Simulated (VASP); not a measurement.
# Hf (Hafnium) with r2SCAN + rVV10: from relaxation to properties, part 3 of 6

What structure and properties does r2SCAN + rVV10 give Hf (Hafnium), and how near are they to the measured ones? The start is a cell from a database of measured crystal structures.

VASP 6.6.1; r2SCAN with rVV10; plane waves and PAW (Hf_pv).

So far. Step 3 (Second relaxation): It ends with forces that vanish by symmetry and a pressure of 0.00 GPa. The volume moved by under 0.01 %: the run met its threshold at the first step. Step 4 (Single point with fields (r2SCAN + rVV10)): In this run the pressure is 0.00 GPa, small enough to go on.

## 5. Band structure (r2SCAN + rVV10)

Levels along the symmetry lines show where the bands peak and cross; KPOINTS_OPT computes them in the converged potential.

INCAR

```
SYSTEM = Hf
PREC = Accurate
ENCUT = 400
EDIFF = 1E-06
NELM = 100
ISMEAR = 1
SIGMA = 0.2
LREAL = .FALSE.
ALGO = Normal
METAGGA = R2SCAN
LUSE_VDW = .TRUE.
IVDW_NL = 2
BPARAM = 11.95
CPARAM = 0.0093
LASPH = .TRUE.
NBANDS = 22
LORBIT = 11
LWAVE = .FALSE.
LCHARG = .FALSE.
KPAR = 2
```

POSCAR

```
Hf
1.0
    3.1864262073      0.0000000000      0.0000000000
   -1.5932131036      2.7595260428      0.0000000000
    0.0000000000      0.0000000000      5.0220807124
Hf
2
Direct
    0.3333333333      0.6666666667      0.2500000000
    0.6666666667      0.3333333333      0.7500000000
```

KPOINTS

```
Automatic mesh
0
Gamma
8 8 5
0 0 0
```

KPOINTS_OPT

```
Line mode
16
Line-mode
Reciprocal
  0.00000000   0.00000000   0.00000000 GAMMA
  0.50000000   0.00000000   0.00000000 M

  0.50000000   0.00000000   0.00000000 M
  0.33333333   0.33333333   0.00000000 K

  0.33333333   0.33333333   0.00000000 K
  0.00000000   0.00000000   0.00000000 GAMMA

  0.00000000   0.00000000   0.00000000 GAMMA
  0.00000000   0.00000000   0.50000000 A

  0.00000000   0.00000000   0.50000000 A
  0.50000000   0.00000000   0.50000000 L

  0.50000000   0.00000000   0.50000000 L
  0.33333333   0.33333333   0.50000000 H

  0.33333333   0.33333333   0.50000000 H
  0.00000000   0.00000000   0.50000000 A

  0.50000000   0.00000000   0.50000000 L
  0.50000000   0.00000000   0.00000000 M

  0.33333333   0.33333333   0.00000000 K
  0.33333333   0.33333333   0.50000000 H
```

The projector-augmented-wave data sets are Hf_pv (PBE family, release 64).

The run is started by

```
> mpirun -np 2 vasp_std
```

What it wrote:

```text
[... set-up lines as in an earlier step ...]
 entering main loop
       N       E                     dE             d eps       ncg     rms          rms(c)
Total rVV10 correction in eV:      0.3886374    22.5152500
Total rVV10 correction in eV:      0.3886374    22.5152500
DAV:   1    -0.182418958667E+02   -0.18242E+02   -0.94752E+03  1336   0.734E+02
DAV:   2    -0.934877125838E+02   -0.75246E+02   -0.72127E+02  1606   0.209E+02
DAV:   3    -0.956409899966E+02   -0.21533E+01   -0.21412E+01  1666   0.246E+01
DAV:   4    -0.956569121848E+02   -0.15922E-01   -0.15916E-01  1610   0.253E+00
DAV:   5    -0.956570624020E+02   -0.15022E-03   -0.15020E-03  1632   0.215E-01    0.725E+01
Total rVV10 correction in eV:      0.3674884    22.5152502
Total rVV10 correction in eV:      0.3674884    22.5152502
DAV:   6    -0.900046503745E+02    0.56524E+01   -0.86961E-01  1578   0.616E+00    0.419E+01
Total rVV10 correction in eV:      0.3476596    22.5152502
Total rVV10 correction in eV:      0.3476596    22.5152502
DAV:   7    -0.899598903510E+02    0.44760E-01   -0.66013E-01  1580   0.478E+00    0.397E+00
Total rVV10 correction in eV:      0.3486849    22.5152502
Total rVV10 correction in eV:      0.3486849    22.5152502
DAV:   8    -0.899623074873E+02   -0.24171E-02   -0.26647E-02  1606   0.825E-01    0.141E+00
Total rVV10 correction in eV:      0.3504673    22.5152502
Total rVV10 correction in eV:      0.3504673    22.5152502
DAV:   9    -0.899604780680E+02    0.18294E-02   -0.84646E-03  1512   0.484E-01    0.163E-01
Total rVV10 correction in eV:      0.3502106    22.5152502
Total rVV10 correction in eV:      0.3502106    22.5152502
DAV:  10    -0.899604121802E+02    0.65888E-04   -0.28181E-04  1596   0.107E-01    0.144E-01
Total rVV10 correction in eV:      0.3502613    22.5152502
Total rVV10 correction in eV:      0.3502613    22.5152502
DAV:  11    -0.899604152919E+02   -0.31117E-05   -0.18350E-05  1578   0.254E-02    0.500E-03
Total rVV10 correction in eV:      0.3502721    22.5152502
Total rVV10 correction in eV:      0.3502721    22.5152502
DAV:  12    -0.899604160847E+02   -0.79274E-06   -0.24326E-07  1148   0.315E-03
Total rVV10 correction in eV:      0.3502761    22.5152502
Total rVV10 correction in eV:      0.3502761    22.5152502
Total rVV10 correction in eV:      0.3502781    22.5152502
Total rVV10 correction in eV:      0.3502781    22.5152502
   1 F= -.89960416E+02 E0= -.89963592E+02  d E =0.952875E-02
 Start KPOINTS_OPT (optional k-point list driver)
k-point batch [1-30\144]
       N       E                     dE             ncg
DAV:   1    -0.658385277138E+04   -0.22186E+05     1328
DAV:   2    -0.894796574357E+04   -0.23641E+04     1576
DAV:   3    -0.902224915988E+04   -0.74283E+02     1716
DAV:   4    -0.902283297189E+04   -0.58381E+00     1560
DAV:   5    -0.902283854050E+04   -0.55686E-02     1636
DAV:   6    -0.902283861552E+04   -0.75015E-04     1580
DAV:   7    -0.902283861666E+04   -0.11407E-05     1382
DAV:   8    -0.902283861675E+04   -0.91195E-07     1090
[...]
k-point batch [121-144\144]
       N       E                     dE             ncg
DAV:   1    -0.104772066294E+04   -0.22813E+05     1072
DAV:   2    -0.295602255361E+04   -0.19083E+04     1238
DAV:   3    -0.301217192020E+04   -0.56149E+02     1322
DAV:   4    -0.301259618605E+04   -0.42427E+00     1296
DAV:   5    -0.301260058262E+04   -0.43966E-02     1346
DAV:   6    -0.301260064358E+04   -0.60965E-04     1306
DAV:   7    -0.301260064479E+04   -0.12054E-05     1244
DAV:   8    -0.301260064486E+04   -0.70166E-07      884
```

Wall time 84 s (2 MPI ranks of Intel Xeon 6975P-C (Granite Rapids), shared host); peak memory 0.48 GiB; 2.7 min of CPU time.

From OUTCAR (step 5):

```text
   k-points           NKPTS =     30   k-points in BZ     NKDIM =     30   number of bands    NBANDS=     22

   NELECT =      20.0000    total number of electrons

 E-fermi :   4.9409

 k-point     1 :       0.0000    0.0000    0.0000
  band No.  band energies     occupation
    ...
      4     -26.3744      2.00000
      5     -26.3670      2.00000
      6     -26.3670      2.00000
      7      -2.8978      2.00000
      8       1.0283      2.00000
      9       5.3869     -0.00709
     10       6.2408     -0.00000
     11       6.2408     -0.00000
     12       6.5953     -0.00000
     13       7.1415     -0.00000
    ...

  Total        0.0026086      0.0026086     -0.0025942      0.0000000      0.0000000      0.0000000
  in kB        0.0946445      0.0946445     -0.0941223      0.0000000      0.0000000      0.0000000
  external PRESSURE =       0.0317222 kB  Pullay stress =       0.0000000 kB

 POSITION                                       TOTAL-FORCE (eV/Angst)
 -----------------------------------------------------------------------------------
     -0.00000      1.83968      1.25552        -0.000000      0.000000      0.000000
      1.59321      0.91984      3.76656         0.000000      0.000000      0.000000
 -----------------------------------------------------------------------------------
    total drift:                               -0.000000      0.000000     -0.000000

  FREE ENERGIE OF THE ION-ELECTRON SYSTEM (eV)
  ---------------------------------------------------
  free  energy   TOTEN  =       -89.9604160847 eV

  energy  without entropy=      -89.9699448381  energy(sigma->0) =      -89.96359234

[... 9 parts as in an earlier step ...]

[... 7 further parts left out ...]
```

Spin-orbit coupling is off here; with elements this heavy it splits and shifts levels by tenths of an eV or more.

Numbers from this step:

* bands: 22
* pressure: 0.003172 GPa

Electronic bands along the path, in eV, zero at the Fermi level; # counts the bands kept, so #1 is VASP's band 7:

```csv
point,#1,#2,#3,#4,#5,#6,#7,#8
Γ,-7.84,-3.91,0.45,1.30,1.30,1.65,2.20,2.20
0.47 of the way,-6.26,-2.63,-1.05,-0.52,1.01,1.69,1.79,2.87
M,-3.56,-2.93,-2.40,-1.04,0.92,0.93,1.84,6.25
0.47 of the way,-3.06,-2.41,-2.33,-1.31,0.59,0.78,1.96,5.60
K,-2.28,-2.00,-2.00,-1.64,0.41,0.41,2.26,5.57
0.47 of the way,-5.23,-1.93,-1.57,-1.20,0.81,0.83,1.76,3.43
Γ,-7.84,-3.91,0.45,1.30,1.30,1.65,2.20,2.20
0.53 of the way,-7.17,-4.37,-0.09,1.06,1.08,1.08,1.72,1.72
A,-5.74,-5.74,0.14,0.14,1.19,1.19,1.19,1.19
0.47 of the way,-4.50,-4.50,-0.69,-0.69,0.64,0.64,2.22,2.22
L,-3.60,-3.60,-1.06,-1.06,1.09,1.09,2.87,2.87
0.47 of the way,-3.09,-3.09,-0.81,-0.81,0.03,0.03,2.90,2.90
H,-1.81,-1.81,-1.64,-1.64,-0.35,-0.35,2.78,2.78
0.47 of the way,-3.80,-3.80,-0.86,-0.86,0.26,0.26,2.43,2.43
A,-5.74,-5.74,0.14,0.14,1.19,1.19,1.19,1.19
jump to L,-3.60,-3.60,-1.06,-1.06,1.09,1.09,2.87,2.87
0.53 of the way,-3.83,-2.97,-1.58,-1.44,1.30,1.34,1.35,5.20
M,-3.56,-2.93,-2.40,-1.04,0.92,0.93,1.84,6.25
jump to K,-2.28,-2.00,-2.00,-1.64,0.41,0.41,2.26,5.57
0.47 of the way,-2.06,-1.93,-1.93,-1.59,0.04,0.04,2.25,4.61
H,-1.81,-1.81,-1.64,-1.64,-0.35,-0.35,2.78,2.78
```

There is no gap at this level.

## 6. Density of states (r2SCAN + rVV10)

A density of states needs more k-points than a total energy; ISMEAR = -5 takes tetrahedra, and LORBIT projects the states on the PAW spheres. The mesh is finer than in the run before.

INCAR, as its differences from that of step 5:

```diff
@@ -5,3 +5,3 @@
 NELM = 100
-ISMEAR = 1
+ISMEAR = -5
 SIGMA = 0.2
@@ -20 +20,2 @@
 KPAR = 2
+NEDOS = 2001
```

POSCAR is that of step 5.

KPOINTS

```
Automatic mesh
0
Gamma
12 12 7
0 0 0
```

The run is started by

```
> mpirun -np 2 vasp_std
```

What it wrote:

```text
[... set-up lines as in an earlier step ...]
 entering main loop
       N       E                     dE             d eps       ncg     rms          rms(c)
Total rVV10 correction in eV:      0.3886374    22.5152500
Total rVV10 correction in eV:      0.3886374    22.5152500
DAV:   1    -0.155419709863E+02   -0.15542E+02   -0.95312E+03  3384   0.737E+02
DAV:   2    -0.933162591056E+02   -0.77774E+02   -0.74694E+02  4080   0.211E+02
DAV:   3    -0.956296486196E+02   -0.23134E+01   -0.23004E+01  4200   0.254E+01
DAV:   4    -0.956461200246E+02   -0.16471E-01   -0.16442E-01  4104   0.258E+00
DAV:   5    -0.956462691263E+02   -0.14910E-03   -0.14850E-03  4110   0.216E-01    0.720E+01
Total rVV10 correction in eV:      0.3675393    22.5152502
Total rVV10 correction in eV:      0.3675393    22.5152502
DAV:   6    -0.899935907790E+02    0.56527E+01   -0.86841E-01  3956   0.616E+00    0.417E+01
Total rVV10 correction in eV:      0.3477075    22.5152502
Total rVV10 correction in eV:      0.3477075    22.5152502
DAV:   7    -0.899508177158E+02    0.42773E-01   -0.66619E-01  3984   0.479E+00    0.387E+00
Total rVV10 correction in eV:      0.3488048    22.5152502
Total rVV10 correction in eV:      0.3488048    22.5152502
DAV:   8    -0.899526168589E+02   -0.17991E-02   -0.24552E-02  3998   0.820E-01    0.132E+00
Total rVV10 correction in eV:      0.3505451    22.5152502
Total rVV10 correction in eV:      0.3505451    22.5152502
DAV:   9    -0.899509042625E+02    0.17126E-02   -0.84621E-03  3954   0.480E-01    0.161E-01
Total rVV10 correction in eV:      0.3502789    22.5152502
Total rVV10 correction in eV:      0.3502789    22.5152502
DAV:  10    -0.899508416737E+02    0.62589E-04   -0.29257E-04  3958   0.108E-01    0.138E-01
Total rVV10 correction in eV:      0.3503262    22.5152502
Total rVV10 correction in eV:      0.3503262    22.5152502
DAV:  11    -0.899508440564E+02   -0.23827E-05   -0.18555E-05  4090   0.253E-02    0.450E-03
Total rVV10 correction in eV:      0.3503377    22.5152502
Total rVV10 correction in eV:      0.3503377    22.5152502
DAV:  12    -0.899508448207E+02   -0.76425E-06   -0.27143E-07  2778   0.318E-03
Total rVV10 correction in eV:      0.3503416    22.5152502
Total rVV10 correction in eV:      0.3503416    22.5152502
Total rVV10 correction in eV:      0.3503437    22.5152502
Total rVV10 correction in eV:      0.3503437    22.5152502
   1 F= -.89950845E+02 E0= -.89950845E+02  d E =0.000000E+00
 -----------------------------------------------------------------------------
|                                                                             |
|           W    W    AA    RRRRR   N    N  II  N    N   GGGG   !!!           |
|           W    W   A  A   R    R  NN   N  II  NN   N  G    G  !!!           |
|           W    W  A    A  R    R  N N  N  II  N N  N  G       !!!           |
|           W WW W  AAAAAA  RRRRR   N  N N  II  N  N N  G  GGG   !            |
|           WW  WW  A    A  R   R   N   NN  II  N   NN  G    G                |
|           W    W  A    A  R    R  N    N  II  N    N   GGGG   !!!           |
|                                                                             |
|     Tetrahedron method does not include variations of the Fermi             |
|     occupations, so forces and stress will be inaccurate. We suggest        |
|     using a different smearing scheme ISMEAR = 1 or 2 for metals in         |
|     relaxations.                                                            |
|                                                                             |
 -----------------------------------------------------------------------------
```

Run time: 64 s. Hardware: 2 MPI ranks; peak memory 0.54 GiB; 2.1 min of CPU time.

From OUTCAR (step 6):

```text
   k-points           NKPTS =     76   k-points in BZ     NKDIM =     76   number of bands    NBANDS=     22

   NELECT =      20.0000    total number of electrons

 E-fermi :   4.9318

 k-point     1 :       0.0000    0.0000    0.0000
  band No.  band energies     occupation
    ...
      4     -26.3652      2.00000
      5     -26.3649      2.00000
      6     -26.3649      2.00000
      7      -2.8982      2.00000
      8       1.0254      2.00000
      9       5.3902     -0.21065
     10       6.2400      0.00000
     11       6.2400      0.00000
     12       6.5951      0.00000
     13       7.1407      0.00000
    ...

  Total       -0.0584053     -0.0584053      0.0205774     -0.0000000      0.0000000     -0.0000000
  in kB       -2.1190464     -2.1190464      0.7465830     -0.0000000      0.0000000     -0.0000000
  external PRESSURE =      -1.1638366 kB  Pullay stress =       0.0000000 kB

 POSITION                                       TOTAL-FORCE (eV/Angst)
 -----------------------------------------------------------------------------------
     -0.00000      1.83968      1.25552         0.000000      0.000000      0.000000
      1.59321      0.91984      3.76656        -0.000000      0.000000      0.000000
 -----------------------------------------------------------------------------------
    total drift:                               -0.000000      0.000000     -0.000000

  FREE ENERGIE OF THE ION-ELECTRON SYSTEM (eV)
  ---------------------------------------------------
  free  energy   TOTEN  =       -89.9508448207 eV

  energy  without entropy=      -89.9508448207  energy(sigma->0) =      -89.95084482

[... 7 parts as in an earlier step ...]

[... 9 further parts left out ...]
```

With tetrahedra the forces and stress of a metal are not exact derivatives of the energy.

Numbers from this step:

* irreducible k-points: 76
* free energy (TOTEN): -89.9508 eV
* Fermi energy: 4.932 eV
* pressure: -0.1164 GPa
* DOS at the Fermi level: 1.239 states/eV/cell

The density of states has structure finer than the step of the table below, so its rows give means over 0.5 eV, whole bins alone (the curve runs from -12.0 to 2.65 eV). Peaks (eV: height): total -1.18: 3.88, -0.79: 3.11, 0.81: 3.42, 1.81: 3.33; Hf d -1.18: 1.88, -0.79: 1.53, 0.43: 1.95, 1.81: 2.32; Hf p -1.18: 0.686, -0.79: 0.577, 0.97: 0.551; Hf s -3.70: 0.306, -1.18: 0.0574, 1.04: 0.059.

States under -12.0 eV and over 2.6 eV are left out. The density of states by energy, zero at the Fermi level; means over each step; values in states/eV/cell:

```csv
energy (eV),total,Hf d,Hf p,Hf s
-8.5,0,0,0,0
-8.0,8.2e-4,0,3.6e-6,3.5e-4
-7.5,0.0696,0,0.00185,0.0293
-7.0,0.142,6.2e-4,0.00731,0.0577
-6.5,0.199,0.00228,0.0154,0.0774
-6.0,0.278,0.00622,0.0284,0.102
-5.5,0.320,0.0126,0.0391,0.111
-5.0,0.423,0.0304,0.0579,0.134
-4.5,0.573,0.0666,0.0805,0.164
-4.0,0.994,0.215,0.113,0.232
-3.5,1.34,0.380,0.141,0.255
-3.0,1.43,0.493,0.155,0.195
-2.5,1.66,0.710,0.165,0.129
-2.0,1.56,0.760,0.184,0.0410
-1.5,2.04,0.994,0.332,0.0303
-1.0,3.05,1.47,0.568,0.0361
-0.5,1.34,0.688,0.224,0.00882
0.0,1.37,0.713,0.249,0.0123
0.5,3.04,1.74,0.442,0.0322
1.0,3.13,1.80,0.498,0.0456
1.5,2.51,1.67,0.238,0.0230
2.0,2.36,1.64,0.180,0.0175
```

The finer mesh and the other smearing move the Fermi level by -0.01 eV from the 8×8×5 run, a small shift, which tests the Fermi level alone. Of the states within 0.3 eV of the Fermi level, the largest shares in the PAW spheres are Hf d 52 % and Hf p 18 %. The rest lies in smaller channels or between the spheres.

(Part 3 of 6 ends here.)

[Lines on the potential files, build, host, timing and source positions are cut from VASP's logs without a mark.]

[Logs are printed without paths, hosts, clocks, repeated set-up lines and the standing remarks that a program may print on its own settings, such as how far it seeks lower states.]

[Hosts, paths, dates, database ids (printed as entryN), source tags and the programs' standing remarks are cut or masked in the printed files.]

[A measured line is paired with the nearest computed mode of its activity, which favours agreement.]
